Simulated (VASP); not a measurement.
Data:

```
Al
1.0
    0.00000     2.02500     2.02500
    2.02500     0.00000     2.02500
    2.02500     2.02500     0.00000
Al
1
Cartesian
  0.00000   0.00000   0.00000
```

Method: PBE GGA, VASP's PBE PAW potentials (set 64) (plane waves; VASP). Numerical set-up: 400 eV cut-off, KSPACING 0.4 per Å, first-order Methfessel-Paxton smearing of 0.10 eV, potentials Al.

**Question.** Give the stress tensor in GPa (positive for a compressed cell).

**Answer.** 
```
-1.23   0.00   0.00
 0.00  -1.23   0.00
 0.00   0.00  -1.23
```
The pressure is its mean diagonal, -1.23 GPa.

The compound is Al in the fcc structure. The cell was not relaxed at this level. The run is one of a series of settings (KGAMMA = .FALSE., KSPACING = 0.4, KPOINTS file removed against the base run), some of them coarse on purpose.
